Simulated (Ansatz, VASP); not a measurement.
**C (Diamond) in two plane-wave programs**

Aim: how closely do two programs agree when they are given the same cell, functional and k mesh?

Calculated with Ansatz 0.2.0; plane waves, with VASP 6.6.1 beside it; relaxation of cell and atoms at PBE and relaxation of cell and atoms at BLYP with D3(BJ).

## Step 1: Starting point

Symmetry: Fd-3m, No. 227, cubic system. The conventional cell has a = 3.567 Å, b = 3.567 Å, c = 3.567 Å, α = 90.00°, β = 90.00°, γ = 90.00°. Nearest to C lie 4 C at 1.54 Å.

Structure file:

```cif
data_structure
_symmetry_space_group_name_H-M 'Fd-3m:1'
_symmetry_Int_Tables_number 227
_cell_length_a 3.5667
_cell_length_b 3.5667
_cell_length_c 3.5667
_cell_angle_alpha 90.000
_cell_angle_beta 90.000
_cell_angle_gamma 90.000
_cell_volume 45.37
loop_
_atom_site_label
_atom_site_type_symbol
_atom_site_symmetry_multiplicity
_atom_site_Wyckoff_symbol
_atom_site_fract_x
_atom_site_fract_y
_atom_site_fract_z
_atom_site_occupancy
C1 C 8 b 0.00000 0.00000 0.50000 1
```

## Step 2: VASP: relaxation of cell and atoms, PBE

The relaxed volume is the usual yardstick between codes: its relative difference is about their pressure difference at one cell divided by the bulk modulus.

Lines of VASP's logs that name or quote its potential files are left out, and so is its time.

INCAR

```
SYSTEM = C
PREC = Accurate
ENCUT = 560
EDIFF = 1E-06
NELM = 100
ISMEAR = -1
SIGMA = 0.05
LREAL = .FALSE.
ALGO = Normal
GGA = PE
NBANDS = 10
LORBIT = 11
LWAVE = .FALSE.
LCHARG = .FALSE.
KPAR = 2
IBRION = 2
NSW = 60
ISIF = 3
EDIFFG = -0.01
```

POSCAR

```
C
1.0
    0.0000000000      1.7833700000      1.7833700000
    1.7833700000      0.0000000000      1.7833700000
    1.7833700000      1.7833700000      0.0000000000
C
2
Direct
    0.0000000000      0.0000000000      0.0000000000
    0.2500000000      0.2500000000      0.2500000000
```

KPOINTS

```
Automatic mesh
0
Gamma
11 11 11
0 0 0
```

Potentials, in the order of the species: C (PBE family, release 64).

Run with:

```
$ mpirun -np 2 vasp_std
```

Numbers of over 12 decimals in the logs are rounded to 6 here.

Output:

```text
[banner, memory and clock lines left out]
running    2 mpi-ranks, on    1 nodes
 distrk:  each k-point on    1 cores,    2 groups
 distr:  one band on    1 cores,    1 groups

 POSCAR found type information on POSCAR C
 POSCAR found :  1 types and       2 ions
 LDA part: xc-table for (Slater+PW92), standard interpolation
 POSCAR, INCAR and KPOINTS ok, starting setup
 FFT: planning ... GRIDC
 FFT: planning ... GRID_SOFT
 FFT: planning ... GRID
 WAVECAR not read
 entering main loop
       N       E                     dE             d eps       ncg     rms          rms(c)
DAV:   1     0.205055906450E+01    0.20506E+01   -0.51758E+03  1146   0.844E+02
DAV:   2    -0.184675944037E+02   -0.20518E+02   -0.19842E+02  1504   0.131E+02
DAV:   3    -0.188244813418E+02   -0.35689E+00   -0.35576E+00  1348   0.144E+01
DAV:   4    -0.188251758601E+02   -0.69452E-03   -0.69448E-03  1230   0.708E-01
DAV:   5    -0.188251767864E+02   -0.92628E-06   -0.92611E-06  1258   0.255E-02    0.554E+00
DAV:   6    -0.183462717811E+02    0.47891E+00   -0.26700E-01  1174   0.388E+00    0.331E+00
DAV:   7    -0.181851163520E+02    0.16116E+00   -0.32253E-01  1230   0.432E+00    0.754E-01
DAV:   8    -0.181868567397E+02   -0.17404E-02   -0.77841E-03  1174   0.712E-01    0.433E-02
DAV:   9    -0.181868917623E+02   -0.35023E-04   -0.65592E-05  1366   0.693E-02    0.236E-02
DAV:  10    -0.181869116158E+02   -0.19854E-04   -0.15706E-05  1168   0.381E-02    0.506E-03
DAV:  11    -0.181869116586E+02   -0.42718E-07   -0.19857E-07   998   0.446E-03
   1 F= -.18186912E+02 E0= -.18186912E+02  d E =-.181869E+02
 curvature:   0.00 expect dE= 0.000E+00 dE for cont linesearch  0.000E+00
 trial: gam= 0.00000 g(F)=  0.119E-46 g(S)=  0.161E-02 ort = 0.000E+00 (trialstep = 0.100E+01)
 search vector abs. value=  0.161E-02
 bond charge predicted
       N       E                     dE             d eps       ncg     rms          rms(c)
DAV:   1    -0.181872515975E+02   -0.33998E-03   -0.32097E-02  1190   0.157E+00    0.162E-01
DAV:   2    -0.181868876949E+02    0.36390E-03   -0.37947E-04  1192   0.167E-01    0.911E-02
DAV:   3    -0.181867308769E+02    0.15682E-03   -0.24509E-04  1174   0.115E-01    0.128E-02
DAV:   4    -0.181867304736E+02    0.40331E-06   -0.31663E-06  1202   0.169E-02
   2 F= -.18186730E+02 E0= -.18186730E+02  d E =0.181185E-03
 trial-energy change:    0.000181  1 .order    0.000181   -0.001615    0.001976
 step:   0.4496(harm=  0.4496)  dis= 0.00000  next Energy=   -18.187275 (dE=-0.363E-03)
 bond charge predicted
       N       E                     dE             d eps       ncg     rms          rms(c)
DAV:   1    -0.181874240084E+02   -0.69313E-03   -0.96901E-03  1192   0.866E-01    0.894E-02
DAV:   2    -0.181873156522E+02    0.10836E-03   -0.11525E-04  1188   0.920E-02    0.502E-02
DAV:   3    -0.181872714082E+02    0.44244E-04   -0.73859E-05  1172   0.630E-02    0.697E-03
DAV:   4    -0.181872714900E+02   -0.81793E-07   -0.93948E-07  1008   0.923E-03
   3 F= -.18187271E+02 E0= -.18187271E+02  d E =-.359831E-03
 curvature:  -0.22 expect dE=-0.593E-08 dE for cont linesearch -0.593E-08
 trial: gam=-0.00403 g(F)=  0.131E-47 g(S)=  0.264E-07 ort = 0.653E-05 (trialstep = 0.890E+00)
 search vector abs. value=  0.100E-09
 reached required accuracy - stopping structural energy minimisation
```

Parts of OUTCAR (step 2):

```text
ion  position               nearest neighbor table
   1  0.000  0.000  0.000-   2 1.54   2 1.54   2 1.54   2 1.54
   2  0.250  0.250  0.250-   1 1.54   1 1.54   1 1.54   1 1.54

  LATTYP: Found a face centered cubic cell.
 ALAT       =     3.5667400000

 Subroutine GETGRP returns: Found 48 space group operations
 (whereof 24 operations were pure point group operations)

The static configuration has the point symmetry T_d .
 The point group associated with its full space group is O_h .

 Found     56 irreducible k-points:

   k-points           NKPTS =     56   k-points in BZ     NKDIM =     56   number of bands    NBANDS=     10

   dimension x,y,z NGX =    20 NGY =   20 NGZ =   20
   dimension x,y,z NGXF=    40 NGYF=   40 NGZF=   40

   ENCUT  =  560.0 eV  41.16 Ry    6.42 a.u.   4.87  4.87  4.87*2*pi/ulx,y,z

   NELECT =       8.0000    total number of electrons

 k-points in reciprocal lattice and weights: Automatic mesh
   0.00000000  0.00000000  0.00000000       0.001
   0.09090909  0.00000000  0.00000000       0.006
   0.18181818  0.00000000  0.00000000       0.006
   0.27272727  0.00000000  0.00000000       0.006
   0.36363636  0.00000000  0.00000000       0.006
   0.45454545  0.00000000  0.00000000       0.006
   0.09090909  0.09090909  0.00000000       0.005
   0.18181818  0.09090909  0.00000000       0.018
   0.27272727  0.09090909  0.00000000       0.018
[...]
-0.36363636  0.45454545  0.18181818       0.018
  -0.27272727  0.45454545  0.18181818       0.018

 average (electrostatic) potential at core
       1 -45.4553       2 -45.4553

 E-fermi :  10.6141

 k-point     1 :       0.0000    0.0000    0.0000
  band No.  band energies     occupation
      1     -11.7525      2.00000
      2       9.6590      2.00000
      3       9.6590      2.00000
      4       9.6590      2.00000
      5      15.2357      0.00000
      6      15.2357      0.00000
      7      15.2357      0.00000
      8      22.8797      0.00000
      9      28.8920      0.00000
    ...

 k-point     2 :       0.0909    0.0000    0.0000
  band No.  band energies     occupation
      1     -11.5245      2.00000
      2       8.2394      2.00000
      3       9.2839      2.00000
      4       9.2839      2.00000
      5      15.7280      0.00000
      6      15.7280      0.00000
      7      16.0472      0.00000
      8      23.0797      0.00000
      9      29.2666      0.00000
    ...

 k-point     3 :       0.1818    0.0000    0.0000
  band No.  band energies     occupation
      1     -10.8437      2.00000
      2       5.4105      2.00000
      3       8.5049      2.00000
      4       8.5049      2.00000
      5      16.7441      0.00000
      6      16.7441      0.00000
      7      17.1848      0.00000
      8      23.6485      0.00000
      9      29.9883      0.00000
    ...

  Total        0.0006037      0.0006037      0.0006037     -0.0000000     -0.0000000      0.0000000
  in kB        0.0848490      0.0848490      0.0848490     -0.0000000     -0.0000000      0.0000000
  external PRESSURE =       0.0848490 kB  Pullay stress =       0.0000000 kB

  energy-cutoff  :      560.00
  volume of cell :       11.40
      direct lattice vectors                 reciprocal lattice vectors
    -0.000000000  1.786258972  1.786258972    -0.279914619  0.279914619  0.279914619
     1.786258972 -0.000000000  1.786258972     0.279914619 -0.279914619  0.279914619
     1.786258972  1.786258972  0.000000000     0.279914619  0.279914619 -0.279914619

 POSITION                                       TOTAL-FORCE (eV/Angst)
 -----------------------------------------------------------------------------------
      0.00000      0.00000      0.00000        -0.000000      0.000000     -0.000000
      0.89313      0.89313      0.89313         0.000000     -0.000000      0.000000
 -----------------------------------------------------------------------------------
    total drift:                                0.000000      0.000000      0.000000

  FREE ENERGIE OF THE ION-ELECTRON SYSTEM (eV)
  ---------------------------------------------------
  free  energy   TOTEN  =       -18.1872714900 eV

  energy  without entropy=      -18.1872714900  energy(sigma->0) =      -18.18727149

 reached required accuracy - stopping structural energy minimisation

 total charge
# of ion       s       p       d       tot
------------------------------------------
    1        0.827   1.743   0.000   2.571
    2        0.827   1.743   0.000   2.571
--------------------------------------------------
tot          1.655   3.486   0.000   5.141

[... 3 further parts left out ...]
```

CONTCAR:

```
C
   1.00000000000000
    -0.0000000000000000    1.7862589724756484    1.7862589724756484
     1.7862589724756484   -0.0000000000000000    1.7862589724756484
     1.7862589724756484    1.7862589724756484    0.0000000000000000
  C
     2
Direct
     0.0000000000000000    0.0000000000000000    0.0000000000000000
     0.2500000000000000    0.2500000000000000    0.2500000000000000
```

## Step 3: Ansatz: relaxation of cell and atoms, PBE

Ansatz runs on its default PAW (the set named soft_2) files.

The same cell, functional, mesh and smearing now go to Ansatz, which takes its cutoff from its data sets.

input.yaml

```yaml
crystal:
  lattice:
    - [0.0, 1.78337, 1.78337]
    - [1.78337, 0.0, 1.78337]
    - [1.78337, 1.78337, 0.0]
  atoms:
    - { symbol: C, position: [0.0, 0.0, 0.0] }
    - { symbol: C, position: [0.25, 0.25, 0.25] }
hamiltonian:
  xc: pbe
  pseudopotentials: { kind: paw }
kpoints:
  mp_grid: { grid: [11, 11, 11] }
scf:
  occupations: { method: fermi_dirac, width: 0.05 }
relax:
  f_tol: 0.01
  max_steps: 60
  cell: { stress_tol: 0.05 }
output:
  forces: true
  stress: true
```

Run with:

```
$ ansatz run input.yaml --threads 4 --pin off --max-ram 9216MiB --backend cpu --events-out ev --progress --plain --runs-dir out
```

Output:

```text
Engine: ansatz 0.2.0, aarch64-unknown-linux-gnu
Pseudopotentials: kind: paw
Pseudopotential: C, paw, valence charge 4, recommended cutoff 420 eV (normal), C.paw.azcp
Functional definition: PBE
  parameter kappa = 0.804
  parameter beta = 0.066725
  exchange = pbe_x(kappa = kappa, mu = beta*pi^2/3)
  correlation = pbe_c(beta = beta)
Crystal: 2 atoms, lattice volume = 11.344 Å³
Basis set: ecut = 420 eV, 229 PW (Γ), exchange–correlation on 36×36×36 points (8 copies of the dense FFT grid, shifted against one another)
Bands: 8, of which v1, the nominal top of the filled ones, is band 4 counted from 1 (3 counted from 0)
Symmetry: 48 space group operations
Space group: Fd-3m (ITA 227), of the structure as read, at distance tolerance 2.2e-5 Å
k-points: 56 of 1331
Non-local potential: C, projectors of the file, l = 0: 2, l = 1: 2, l = 2: 1
PAW form: soft (Blöchl's): semilocal exchange-correlation on the pseudo side does not see the compensation charge
PAW one-centre angular grid: C, 110 points (default); XC on 64 Gauss nodes
Initial density: superposition of atomic densities (neutral atoms: chi_scale 0, normalization atom), corrected by the library's trained network
Initial wavefunctions: pseudopotential atomic-orbital guess
Functional: x = pbe(κ = 0.804, μ = 0.219515), c = pbe(β = 0.066725)
SCF iter   1: F=—  HF=-501.615312 eV  |F-HF|=—  |Δ(HF+E_count)|=         —  Δρ=1.75e-3  dr2=9.10e-5  ethr=1.77e-3  ⟨swp⟩=4.7  Hψ=2903  notcnv=0
preconditioner: auto → none  [insulator: Δε(μ)=4.144 eV  Ē_g=19.632 eV  σ=0.050 eV  W_gap=1.00  n_scr=0 (ndim 8)  ℏωp=31.2 eV  f_vac=0.000  D(μ)=0.00/eV (n_scr^D=0)  ε∞_Penn≈3.5]
SCF iter   2: F=—  HF=-501.615424 eV  |F-HF|=—  |Δ(HF+E_count)|=   1.13e-4  Δρ=9.04e-4  dr2=2.52e-5  ethr=1.14e-6  ⟨swp⟩=2.0  Hψ=1095  notcnv=0
SCF iter   3: F=—  HF=-501.615477 eV  |F-HF|=—  |Δ(HF+E_count)|=   5.23e-5  Δρ=1.38e-4  dr2=1.40e-6  ethr=3.15e-7  ⟨swp⟩=2.1  Hψ=664  notcnv=0
SCF iter   4: F=—  HF=-501.615476 eV  |F-HF|=—  |Δ(HF+E_count)|=   4.58e-7  Δρ=6.33e-5  dr2=2.61e-7  ethr=1.75e-8  ⟨swp⟩=1.2  Hψ=478  notcnv=0
iter 5 did not close the SCF: its close was put off for the readings that it lacked (scf_convergence_deferred on its scf_iter line)
SCF iter   5: F=-501.615476 eV  HF=-501.615476 eV  |F-HF|=2.34e-10  |Δ(HF+E_count)|=   3.92e-8  Δρ=5.29e-6  dr2=1.35e-9  ethr=3.26e-9  ⟨swp⟩=2.4  Hψ=668  notcnv=0
SCF iter   6: F=-501.615476 eV  HF=-501.615476 eV  |F-HF|=6.14e-12  |Δ(HF+E_count)|=  2.57e-10  Δρ=6.25e-7  dr2=1.44e-11  ethr=1.69e-11  ⟨swp⟩=1.1  Hψ=1362  notcnv=0
SCF 1 converged in 6 iterations: F = -501.615476 eV  dr2 = 1.44e-11
  greatest PAW one-centre occupation: 0.644 electrons in one spin orbital (limit 2), on the C atom at site 1 (counted from 0), in its partial waves of l = 0
relax step   1: F+E_penalty+E_count = -501.61547609 eV  Δ(F+E_penalty+E_count) = +0.000e0 eV  max|allowed force component| = 2.776e-17 eV/Å  Δτ_max = 0.0000 Å  P = +1.772 GPa  Ω = 11.344 Å³  (6 SCF iters, dr2 threshold 1.00e-7 eV, accepted)
[...]
relax step   2: F+E_penalty+E_count = -501.61550934 eV  Δ(F+E_penalty+E_count) = -3.325e-5 eV  max|allowed force component| = 1.850e-16 eV/Å  Δτ_max = 0.0000 Å  P = +0.683 GPa  Ω = 11.371 Å³  energy of the carried Pulay correction = -1.780e-4 eV  (6 SCF iters, dr2 threshold 2.00e-7 eV, accepted)
[...]
relax step   3: F+E_penalty+E_count = -501.61543470 eV  Δ(F+E_penalty+E_count) = +7.464e-5 eV  max|allowed force component| = 3.423e-16 eV/Å  Δτ_max = 0.0000 Å  P = +0.003 GPa  Ω = 11.389 Å³  energy of the carried Pulay correction = -2.898e-4 eV  (6 SCF iters, dr2 threshold 2.00e-7 eV, accepted)
[...]
relax step   4: F+E_penalty+E_count = -501.61580987 eV  Δ(F+E_penalty+E_count) = -3.752e-4 eV  max|allowed force component| = 4.071e-16 eV/Å  Δτ_max = 0.0000 Å  P = +0.048 GPa  Ω = 11.389 Å³  stress off target by 4.84e-2 GPa  SCF on the basis re-selected at this cell (its energy is not comparable with the rows above)  (8 SCF iters)
basis re-selected at this cell: Δ(F+E_penalty+E_count) = -3.752e-4 eV, ΔP = +0.045 GPa vs the last step (what re-selecting the basis moved, of the pressure what is left beyond the Pulay correction that the steps carried, after the strain that the cell walked since its last selection, with what the two solves' SCF thresholds leave and, on support functions, any second-order correction that the steps lacked; it is no m [...]
SCF converged after 8 iterations
Free energy (F): -501.615810 eV
Harris-Foulkes:  -501.615810 eV  (|F-HF|=2.84e-13)
Internal energy: -501.615810 eV  (E = F + TS)
E sigma→0 (E₀):  -501.615810 eV
Fermi energy:    15.291144 eV
--- Per-component energies (eV) ---
  E_band       = 34.330943
  E_kinetic    = 184.262882
  E_local      = -122.689356  (includes V_loc(G=0)·N_el)
  E_nonlocal   = 53.269862
  E_hartree    = 26.823969
  E_xc         = -97.360354
  E_vxc        = -120.863734  (∫ρ·V_xc dr)
  E_paw        = -198.420059  (= ΣΔE_a)
  E_vpaw       = -13.296668  (= ΣTr[D̂ρ^β])
  E_aug_tail   = 0.000018  (compensation charges beyond the density's cutoff)
  E_ewald      = -347.502772
  E_smearing   = -0.000000  (= −TS)
  E_closure    = -0.000000  (closes the sum)
  Σ components = -501.615810   (vs F -501.615810, Δ=0.00e0)
--- Forces (eV/Å), atoms counted from 1 ---
  atom   1  C     -0.00000000     0.00000000    -0.00000000
  atom   2  C      0.00000000    -0.00000000     0.00000000
  max |Σ_I F_I| component: 3.70e-17 eV/Å
--- Stress (GPa, compression-positive) ---
        0.048369      -0.000000      -0.000000
       -0.000000       0.048369      -0.000000
       -0.000000      -0.000000       0.048369
  P = ⅓ Tr σ = 0.0484 GPa (0.484 kbar)
--- Relaxed structure (3 steps of the walk, 3 accepted, 1 SCFs on fresh bases) ---
  F+E_penalty+E_count = -501.61580987 eV   max|allowed force component| = 4.071e-16 eV/Å   (the final SCF, on the basis selected at the relaxed cell)
  cell:  # Å, volume = 11.3887 Å³
    - [0, 1.785723, 1.785723]
    - [1.785723, 0, 1.785723]
    - [1.785723, 1.785723, 0]
  atoms:
    - { symbol: C, position: [0, 0, 0] }
    - { symbol: C, position: [0.250000, 0.250000, 0.250000] }
```

Wall time 0.78 s (4 threads of Arm Neoverse V1, shared host); peak memory 0.25 GiB; 2.2 s of CPU time.

## Step 4: Comparison

Known differences besides the potentials themselves: both relaxations stop at a tolerance, which leaves soft axes loose, and VASP keeps its plane-wave basis; the cutoff is 420 eV in Ansatz and 560 eV in VASP; VASP leaves aspherical gradient terms in its spheres out (LASPH is not set), Ansatz keeps them; Ansatz adds a Pulay correction to the stress that steers its cell, VASP none. Total energies have different zeros and are not compared.

The two programs side by side:

```csv
quantity,Ansatz,VASP,difference
volume (Å³),11.39,11.40,-0.09 %
"edge a after relaxation, in the typed setting (Å)",2.525,2.526,-0.03 %
```

The walks stopped with 0.05 GPa left in Ansatz and 0.01 GPa in VASP; each walk ends within a tolerance, so the volume difference is uncertain by about these residues over the bulk modulus, most in soft cells.

(Part 1 of 2 ends here.)

[Lines on the potential files, build, host, timing and source positions are cut from VASP's logs without a mark.]

[Logs are printed without paths, hosts, clocks, repeated set-up lines and the standing remarks that a program may print on its own settings, such as how far it seeks lower states.]

[Hosts, paths, dates, database ids (printed as entryN), source tags and the programs' standing remarks are cut or masked in the printed files.]
